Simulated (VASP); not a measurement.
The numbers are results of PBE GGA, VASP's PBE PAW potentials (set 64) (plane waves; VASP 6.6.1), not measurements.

A VASP calculation is set up with these files.

**POSCAR**
```
AgZn31S32
1.0
 10.8925962356   0.0000000000   0.0000000000
  0.0000000000  10.8925962356   0.0000000000
  0.0000000000   0.0000000000  10.8925962356
Zn S Ag
31 32 1
Direct
  0.5000000000   0.0000000000   0.0000000000
  0.7500000000   0.2500000000   0.0000000000
  0.7500000000   0.0000000000   0.2500000000
  0.0000000000   0.0000000000   0.0000000000
  0.2500000000   0.2500000000   0.0000000000
  0.5000000000   0.5000000000   0.0000000000
  0.7500000000   0.7500000000   0.0000000000
  0.2500000000   0.0000000000   0.2500000000
  0.5000000000   0.2500000000   0.2500000000
  0.7500000000   0.5000000000   0.2500000000
  0.5000000000   0.0000000000   0.5000000000
  0.7500000000   0.2500000000   0.5000000000
  0.7500000000   0.0000000000   0.7500000000
  0.0000000000   0.5000000000   0.0000000000
  0.2500000000   0.7500000000   0.0000000000
  0.0000000000   0.2500000000   0.2500000000
  0.2500000000   0.5000000000   0.2500000000
  0.5000000000   0.7500000000   0.2500000000
  0.0000000000   0.0000000000   0.5000000000
  0.2500000000   0.2500000000   0.5000000000
  0.7500000000   0.7500000000   0.5000000000
  0.2500000000   0.0000000000   0.7500000000
  0.5000000000   0.2500000000   0.7500000000
  0.7500000000   0.5000000000   0.7500000000
  0.0000000000   0.7500000000   0.2500000000
  0.0000000000   0.5000000000   0.5000000000
  0.2500000000   0.7500000000   0.5000000000
  0.0000000000   0.2500000000   0.7500000000
  0.2500000000   0.5000000000   0.7500000000
  0.5000000000   0.7500000000   0.7500000000
  0.0000000000   0.7500000000   0.7500000000
  0.6250000000   0.1250000000   0.1250000000
  0.8750000000   0.3750000000   0.1250000000
  0.8750000000   0.1250000000   0.3750000000
  0.1250000000   0.1250000000   0.1250000000
  0.3750000000   0.3750000000   0.1250000000
  0.6250000000   0.6250000000   0.1250000000
  0.8750000000   0.8750000000   0.1250000000
  0.3750000000   0.1250000000   0.3750000000
  0.6254310000   0.3793190000   0.3786720000
  0.8750000000   0.6250000000   0.3750000000
  0.6250000000   0.1250000000   0.6250000000
  0.8750000000   0.3750000000   0.6250000000
  0.8750000000   0.1250000000   0.8750000000
  0.1250000000   0.6250000000   0.1250000000
  0.3750000000   0.8750000000   0.1250000000
  0.1250000000   0.3750000000   0.3750000000
  0.3759780000   0.6267640000   0.3753730000
  0.6250000000   0.8750000000   0.3750000000
  0.1250000000   0.1250000000   0.6250000000
  0.3761220000   0.3793290000   0.6265310000
  0.6228010000   0.6212150000   0.6266070000
  0.8750000000   0.8750000000   0.6250000000
  0.3750000000   0.1250000000   0.8750000000
  0.6250000000   0.3750000000   0.8750000000
  0.8750000000   0.6250000000   0.8750000000
  0.1250000000   0.8750000000   0.3750000000
  0.1250000000   0.6250000000   0.6250000000
  0.3750000000   0.8750000000   0.6250000000
  0.1250000000   0.3750000000   0.8750000000
  0.3750000000   0.6250000000   0.8750000000
  0.6250000000   0.8750000000   0.8750000000
  0.1250000000   0.8750000000   0.8750000000
  0.4995090000   0.4974530000   0.5035640000
```

### INCAR
```
ALGO = Fast
EDIFF = 1E-5
EDIFFG = -0.03
ENCUT = 400
GGA = PE
IBRION = 2
ISIF = 2
ISMEAR = 0
ISYM = 0
LASPH = .TRUE.
LCHARG = .FALSE.
LMAXMIX = 4
LREAL = Auto
LWAVE = .FALSE.
NELECT = 574.0
NELM = 100
NELMIN = 4
NSW = 60
PREC = Normal
SIGMA = 0.05
SYSTEM = AgZn31S32
```

### KPOINTS
```
Automatic mesh
0
Gamma
1 1 1
0 0 0
```

POTCAR, in this order: Zn S Ag (PBE.64 set). Program: vasp_gam.

The resulting files:

**OUTCAR**
```
 ion  position               nearest neighbor table
   1  0.500  0.000  0.000-  32 2.36  46 2.36  54 2.36  62 2.36
   2  0.750  0.250  0.000-  32 2.36  33 2.36  44 2.36  55 2.36
   3  0.750  0.000  0.250-  32 2.36  34 2.36  38 2.36  49 2.36
   4  0.000  0.000  0.000-  35 2.36  38 2.36  44 2.36  63 2.36
   5  0.250  0.250  0.000-  35 2.36  36 2.36  54 2.36  60 2.36
   6  0.500  0.500  0.000-  36 2.36  37 2.36  55 2.36  61 2.36
   7  0.750  0.750  0.000-  37 2.36  38 2.36  56 2.36  62 2.36
   8  0.250  0.000  0.250-  35 2.36  39 2.36  46 2.36  57 2.36
   9  0.500  0.250  0.250-  32 2.36  36 2.36  39 2.36  40 2.41
  10  0.750  0.500  0.250-  40 2.35  37 2.36  33 2.36  41 2.36
  11  0.500  0.000  0.500-  39 2.36  42 2.36  49 2.36  59 2.36
  12  0.750  0.250  0.500-  34 2.36  42 2.36  43 2.36  40 2.36
  13  0.750  0.000  0.750-  42 2.36  44 2.36  53 2.36  62 2.36
  14  0.000  0.500  0.000-  33 2.36  45 2.36  56 2.36  60 2.36
  15  0.250  0.750  0.000-  45 2.36  46 2.36  61 2.36  63 2.36
  16  0.000  0.250  0.250-  33 2.36  34 2.36  35 2.36  47 2.36
  17  0.250  0.500  0.250-  36 2.36  45 2.36  47 2.36  48 2.38
  18  0.500  0.750  0.250-  48 2.34  46 2.36  37 2.36  49 2.36
  19  0.000  0.000  0.500-  34 2.36  50 2.36  53 2.36  57 2.36
  20  0.250  0.250  0.500-  39 2.36  47 2.36  50 2.36  51 2.40
  21  0.750  0.750  0.500-  41 2.36  49 2.36  53 2.36  52 2.41
  22  0.250  0.000  0.750-  50 2.36  54 2.36  59 2.36  63 2.36
  23  0.500  0.250  0.750-  42 2.36  54 2.36  55 2.36  51 2.37
  24  0.750  0.500  0.750-  52 2.34  43 2.36  55 2.36  56 2.36
  25  0.000  0.750  0.250-  38 2.36  41 2.36  45 2.36  57 2.36
  26  0.000  0.500  0.500-  41 2.36  43 2.36  47 2.36  58 2.36
  27  0.250  0.750  0.500-  48 2.35  57 2.36  58 2.36  59 2.36
  28  0.000  0.250  0.750-  43 2.36  44 2.36  50 2.36  60 2.36
  29  0.250  0.500  0.750-  51 2.33  58 2.36  60 2.36  61 2.36
  30  0.500  0.750  0.750-  59 2.36  61 2.36  62 2.36  52 2.36
  31  0.000  0.750  0.750-  53 2.36  56 2.36  58 2.36  63 2.36
  32  0.625  0.125  0.125-   1 2.36   2 2.36   3 2.36   9 2.36
  33  0.875  0.375  0.125-   2 2.36  10 2.36  14 2.36  16 2.36
  34  0.875  0.125  0.375-   3 2.36  12 2.36  16 2.36  19 2.36
  35  0.125  0.125  0.125-   4 2.36   5 2.36   8 2.36  16 2.36
  36  0.375  0.375  0.125-   5 2.36   6 2.36   9 2.36  17 2.36
  37  0.625  0.625  0.125-   6 2.36   7 2.36  10 2.36  18 2.36
  38  0.875  0.875  0.125-   3 2.36   4 2.36   7 2.36  25 2.36
  39  0.375  0.125  0.375-   8 2.36   9 2.36  11 2.36  20 2.36
...
```

**OSZICAR**
```
...
DAV:   2     0.147744782662E+04   -0.60399E+04   -0.58583E+04   688   0.541E+02
DAV:   3    -0.431815822986E+02   -0.15206E+04   -0.14036E+04   760   0.215E+02
DAV:   4    -0.225965065423E+03   -0.18278E+03   -0.18014E+03   784   0.784E+01
DAV:   5    -0.232647802237E+03   -0.66827E+01   -0.66436E+01   768   0.149E+01    0.408E+01
RMM:   6    -0.219832212485E+03    0.12816E+02   -0.45901E+01   688   0.135E+01    0.328E+01
RMM:   7    -0.218560830139E+03    0.12714E+01   -0.14381E+01   688   0.698E+00    0.149E+01
RMM:   8    -0.218870517206E+03   -0.30969E+00   -0.46060E+00   688   0.297E+00    0.483E+00
RMM:   9    -0.218693855951E+03    0.17666E+00   -0.80650E-01   692   0.202E+00    0.218E+00
RMM:  10    -0.218684094668E+03    0.97613E-02   -0.21974E-01   702   0.114E+00    0.933E-01
RMM:  11    -0.218689030552E+03   -0.49359E-02   -0.59679E-02   726   0.414E-01    0.673E-01
RMM:  12    -0.218690829708E+03   -0.17992E-02   -0.11628E-02   710   0.269E-01    0.296E-01
RMM:  13    -0.218691060154E+03   -0.23045E-03   -0.41362E-03   698   0.157E-01    0.171E-01
RMM:  14    -0.218691172417E+03   -0.11226E-03   -0.14479E-03   779   0.722E-02    0.166E-01
RMM:  15    -0.218691216676E+03   -0.44259E-04   -0.32811E-04   654   0.325E-02    0.970E-02
RMM:  16    -0.218691203022E+03    0.13654E-04   -0.17024E-04   687   0.306E-02    0.190E-02
RMM:  17    -0.218691204483E+03   -0.14606E-05   -0.35140E-05   505   0.109E-02
   1 F= -.21869120E+03 E0= -.21865354E+03  d E =-.218691E+03
       N       E                     dE             d eps       ncg     rms          rms(c)
DAV:   1    -0.218882577243E+03   -0.19137E+00   -0.32403E+01   744   0.662E+00    0.447E+00
RMM:   2    -0.219013954962E+03   -0.13138E+00   -0.15645E+00   688   0.187E+00    0.204E+00
RMM:   3    -0.219034878949E+03   -0.20924E-01   -0.27789E-01   691   0.842E-01    0.127E+00
RMM:   4    -0.219038882241E+03   -0.40033E-02   -0.77547E-02   712   0.455E-01    0.137E+00
RMM:   5    -0.219035711244E+03    0.31710E-02   -0.30907E-02   701   0.268E-01    0.286E-01
RMM:   6    -0.219035274133E+03    0.43711E-03   -0.37231E-03   706   0.126E-01    0.112E-01
RMM:   7    -0.219035206402E+03    0.67731E-04   -0.12185E-03   796   0.580E-02    0.622E-02
RMM:   8    -0.219035120301E+03    0.86101E-04   -0.82153E-04   697   0.364E-02    0.297E-02
RMM:   9    -0.219035129344E+03   -0.90438E-05   -0.12307E-04   566   0.218E-02    0.140E-02
RMM:  10    -0.219035132897E+03   -0.35522E-05   -0.29981E-05   469   0.994E-03
   2 F= -.21903513E+03 E0= -.21899683E+03  d E =-.343928E+00
       N       E                     dE             d eps       ncg     rms          rms(c)
DAV:   1    -0.219018878397E+03    0.16251E-01   -0.20035E+01   736   0.507E+00    0.302E+00
RMM:   2    -0.219097543950E+03   -0.78666E-01   -0.91441E-01   688   0.145E+00    0.126E+00
RMM:   3    -0.219110059270E+03   -0.12515E-01   -0.15656E-01   690   0.641E-01    0.796E-01
RMM:   4    -0.219112433959E+03   -0.23747E-02   -0.42151E-02   711   0.341E-01    0.869E-01
RMM:   5    -0.219110936277E+03    0.14977E-02   -0.14564E-02   695   0.187E-01    0.166E-01
RMM:   6    -0.219110808145E+03    0.12813E-03   -0.19262E-03   701   0.875E-02    0.762E-02
RMM:   7    -0.219110776917E+03    0.31228E-04   -0.59061E-04   777   0.412E-02    0.415E-02
RMM:   8    -0.219110740033E+03    0.36884E-04   -0.34459E-04   659   0.252E-02    0.169E-02
RMM:   9    -0.219110744453E+03   -0.44199E-05   -0.59361E-05   519   0.155E-02
   3 F= -.21911074E+03 E0= -.21907227E+03  d E =-.419540E+00
       N       E                     dE             d eps       ncg     rms          rms(c)
DAV:   1    -0.219122234761E+03   -0.11495E-01   -0.44379E+00   744   0.368E+00    0.731E-01
RMM:   2    -0.219128276096E+03   -0.60413E-02   -0.69655E-02   688   0.501E-01    0.235E-01
RMM:   3    -0.219129378688E+03   -0.11026E-02   -0.12543E-02   694   0.215E-01    0.182E-01
RMM:   4    -0.219129509830E+03   -0.13114E-03   -0.27248E-03   712   0.109E-01    0.180E-01
RMM:   5    -0.219129393040E+03    0.11679E-03   -0.80876E-04   688   0.583E-02    0.398E-02
RMM:   6    -0.219129419076E+03   -0.26036E-04   -0.20805E-04   692   0.273E-02    0.370E-02
RMM:   7    -0.219129406932E+03    0.12143E-04   -0.38205E-05   504   0.139E-02    0.232E-02
RMM:   8    -0.219129400547E+03    0.63855E-05   -0.70834E-05   564   0.140E-02
   4 F= -.21912940E+03 E0= -.21909088E+03  d E =-.186561E-01
       N       E                     dE             d eps       ncg     rms          rms(c)
DAV:   1    -0.219131419287E+03   -0.20124E-02   -0.28771E+00   720   0.295E+00    0.587E-01
RMM:   2    -0.219135292885E+03   -0.38736E-02   -0.44539E-02   688   0.399E-01    0.185E-01
RMM:   3    -0.219135996460E+03   -0.70358E-03   -0.79817E-03   693   0.172E-01    0.145E-01
RMM:   4    -0.219136079984E+03   -0.83524E-04   -0.17238E-03   711   0.874E-02    0.143E-01
RMM:   5    -0.219136005688E+03    0.74296E-04   -0.51856E-04   688   0.471E-02    0.314E-02
RMM:   6    -0.219136022655E+03   -0.16967E-04   -0.13300E-04   660   0.218E-02    0.297E-02
RMM:   7    -0.219136014935E+03    0.77197E-05   -0.24804E-05   432   0.113E-02
   5 F= -.21913601E+03 E0= -.21909746E+03  d E =-.252705E-01
       N       E                     dE             d eps       ncg     rms          rms(c)
DAV:   1    -0.219135802682E+03    0.21997E-03   -0.51759E-01   760   0.126E+00    0.253E-01
RMM:   2    -0.219136542765E+03   -0.74008E-03   -0.84085E-03   688   0.177E-01    0.775E-02
RMM:   3    -0.219136670223E+03   -0.12746E-03   -0.14830E-03   691   0.752E-02    0.627E-02
RMM:   4    -0.219136686420E+03   -0.16197E-04   -0.32771E-04   712   0.386E-02    0.626E-02
RMM:   5    -0.219136672165E+03    0.14255E-04   -0.97720E-05   615   0.204E-02    0.134E-02
RMM:   6    -0.219136675262E+03   -0.30966E-05   -0.25104E-05   450   0.963E-03
   6 F= -.21913668E+03 E0= -.21909812E+03  d E =-.259308E-01
       N       E                     dE             d eps       ncg     rms          rms(c)
DAV:   1    -0.219138580907E+03   -0.19087E-02   -0.14510E+00   720   0.214E+00    0.374E-01
RMM:   2    -0.219140162525E+03   -0.15816E-02   -0.17713E-02   688   0.269E-01    0.115E-01
RMM:   3    -0.219140463772E+03   -0.30125E-03   -0.33331E-03   699   0.116E-01    0.872E-02
RMM:   4    -0.219140492191E+03   -0.28419E-04   -0.66709E-04   705   0.597E-02    0.789E-02
RMM:   5    -0.219140467904E+03    0.24287E-04   -0.18075E-04   686   0.306E-02    0.199E-02
RMM:   6    -0.219140474606E+03   -0.67021E-05   -0.50991E-05   560   0.139E-02
   7 F= -.21914047E+03 E0= -.21910192E+03  d E =-.379934E-02
       N       E                     dE             d eps       ncg     rms          rms(c)
DAV:   1    -0.219139950672E+03    0.51723E-03   -0.11011E+00   712   0.186E+00    0.329E-01
RMM:   2    -0.219141180529E+03   -0.12299E-02   -0.13774E-02   688   0.239E-01    0.102E-01
RMM:   3    -0.219141415870E+03   -0.23534E-03   -0.25935E-03   699   0.102E-01    0.782E-02
RMM:   4    -0.219141438447E+03   -0.22578E-04   -0.52310E-04   705   0.534E-02    0.702E-02
RMM:   5    -0.219141420578E+03    0.17869E-04   -0.14489E-04   679   0.272E-02    0.175E-02
RMM:   6    -0.219141425663E+03   -0.50849E-05   -0.39644E-05   495   0.123E-02
   8 F= -.21914143E+03 E0= -.21910287E+03  d E =-.475040E-02
       N       E                     dE             d eps       ncg     rms          rms(c)
DAV:   1    -0.219141551525E+03   -0.13095E-03   -0.28509E-01   720   0.938E-01    0.204E-01
RMM:   2    -0.219142037500E+03   -0.48598E-03   -0.55304E-03   688   0.147E-01    0.538E-02
RMM:   3    -0.219142126155E+03   -0.88655E-04   -0.10212E-03   698   0.631E-02    0.514E-02
RMM:   4    -0.219142134614E+03   -0.84585E-05   -0.19859E-04   702   0.322E-02    0.468E-02
RMM:   5    -0.219142126608E+03    0.80054E-05   -0.65956E-05   588   0.175E-02
   9 F= -.21914213E+03 E0= -.21910357E+03  d E =-.700945E-03
```

OUTCAR:
```
------------------------ aborting loop because EDIFF is reached ----------------------------------------
  FORCE on cell =-STRESS in cart. coord.  units (eV):
  Direction    XX          YY          ZZ          XY          YZ          ZX
  --------------------------------------------------------------------------------------
  Total       -5.9062290     -5.9754493     -5.8866116     -0.0526649     -0.0335413     -0.0341122
  in kB       -7.3219482     -7.4077605     -7.2976284     -0.0652887     -0.0415811     -0.0422889
  external PRESSURE =      -7.3424457 kB  Pullay stress =       0.0000000 kB
  volume of cell :     1292.39
      direct lattice vectors                 reciprocal lattice vectors
    10.892596236  0.000000000  0.000000000     0.091805478  0.000000000  0.000000000
     0.000000000 10.892596236  0.000000000     0.000000000  0.091805478  0.000000000
     0.000000000  0.000000000 10.892596236     0.000000000  0.000000000  0.091805478
  FREE ENERGIE OF THE ION-ELECTRON SYSTEM (eV)
  ---------------------------------------------------
  free  energy   TOTEN  =      -219.1421266084 eV

  energy  without entropy=     -219.0650144811  energy(sigma->0) =     -219.10357054

 reached required accuracy - stopping structural energy minimisation
```
(Selected blocks of OUTCAR.)

### CONTCAR
```
AgZn31S32
   1.00000000000000
    10.8925962355999992    0.0000000000000000    0.0000000000000000
     0.0000000000000000   10.8925962355999992    0.0000000000000000
     0.0000000000000000    0.0000000000000000   10.8925962355999992
  Zn              S               Ag
    31    32     1
Direct
     0.5000399576081399    0.0000468062163805    0.0001336106620029
     0.7501000891694856    0.2498018118539096    0.0001017376152919
     0.7500214978466235    0.9998232473810879    0.2501406166891215
     0.0000090228924490    0.0000217963702198    0.0000191511299081
     0.2501459506922942    0.2500432053149809    0.0003427299607611
     0.5000133796099939    0.4999855780419927    0.0000964937936252
     0.7500521113565322    0.7501017766260164    0.0000990373218746
     0.2501502498540840    0.0003816275065257    0.2501664533786613
     0.5003274863112763    0.2494195164284395    0.2493373505870054
     0.7510090786440923    0.5000749544709451    0.2491175555932212
     0.5000051809505315    0.0000760309555033    0.5000128824298350
     0.7510044943667199    0.2491726750307819    0.4999834742848615
     0.7499503794280451    0.0002206841916730    0.7499717525446136
     0.9999743919374277    0.5000795637110383    0.0001796898313121
     0.2498613265724827    0.7502725909221639    0.0001506538286926
     0.0002656985771821    0.2500636237608380    0.2501063876913437
     0.2491255762049313    0.5001239189084726    0.2490719352200665
     0.5000674456694484    0.7509902247244276    0.2490545186967127
     0.9999505417653128    0.9999127186387827    0.5000171476334063
     0.2490685730459865    0.2491524813202928    0.5001591737029967
     0.7507641690532778    0.7507104948285980    0.5002791559452364
     0.2500216739139239    0.9998756845370068    0.7500497012396959
     0.4999546684761631    0.2490019150971113    0.7511333898944074
     0.7511314928824108    0.4998472047125940    0.7513015548422671
     0.9999228130990401    0.7501483893617505    0.2500686798802089
     0.0000281567694942    0.5000376591350868    0.5000082924063374
     0.2490904499040253    0.7510520359780193    0.4999778236684985
     0.9999766594912538    0.2498634977527614    0.7500966164956665
     0.2484790510008367    0.5004447900571443    0.7516049319305339
     0.5000592707532692    0.7509723097907680    0.7510907726924163
     0.0000052696357475    0.7501972607050174    0.7500179975442876
     0.6253590868316458    0.1240715787029198    0.1243325203846649
     0.8760106363910719    0.3746184679670599    0.1241893101763941
     0.8760085067765697    0.1240574954860054    0.3747055826771469
     0.1250289984144600    0.1250022434099649    0.1250672705644082
     0.3750572779842384    0.3749885234585757    0.1252547147865115
     0.6251658521533854    0.6251822831711857    0.1249992627189118
     0.8750187805988847    0.8750698354967973    0.1250415301844874
     0.3751233438581861    0.1253468177000826    0.3751033996709142
     0.6316060910161754    0.3690670713871706    0.3689227455333963
     0.8750216040348432    0.6252553348025022    0.3750876983542305
     0.6250446520029255    0.1251721053694488    0.6250746992668498
     0.8751980608984044    0.3749271988590026    0.6252498667662507
     0.8750001471905359    0.1249376041691729    0.8750390622907119
     0.1239690522750446    0.6254589346964606    0.1241556182804409
     0.3746606279007101    0.8761864782289992    0.1242041795581786
     0.1251942333221578    0.3750643481897806    0.3750111228633675
     0.3684417720715157    0.6316746592761253    0.3684332243693421
     0.6250992946491487    0.8748743947098169    0.3751489328540158
     0.1240196248987290    0.1239222355667372    0.6254008146490585
     0.3676973398193405    0.3683493081305680    0.6326102779188517
     0.6316034397717976    0.6313495139530767    0.6321174397503929
     0.8758110105452692    0.8760092152616111    0.6254069414198034
     0.3746181105947107    0.1239714980471995    0.8761496230357424
     0.6250874759637269    0.3747479688081999    0.8752725704834970
     0.8761260684202216    0.6254317381505337    0.8761406910916958
     0.1240943731480436    0.8761862450429050    0.3746740165143302
     0.1248860111370929    0.6253418882683645    0.6250624649094384
     0.3750374583167935    0.8750151262640319    0.6251310559247769
     0.1238582916129972    0.3745697935019395    0.8763454065816514
     0.3749037319916056    0.6253236773432131    0.8753583256605231
     0.6253933216608052    0.8761341754292589    0.8760552065592683
     0.1249654714177606    0.8750726363069139    0.8750348431707549
     0.4991551448487320    0.4997835305140476    0.5010753118951249
```

The cell is charged, with a uniform compensating background. The supercell is sampled at Γ alone, which is coarse: total energies, pressure and levels can be off, energies of defects by several tenths of an eV.

The cell is a supercell with a defect, built from ZnS (zinc blende): Ag_Zn, charge +1. The run is not spin-polarised, so no state with unpaired spins was tried.
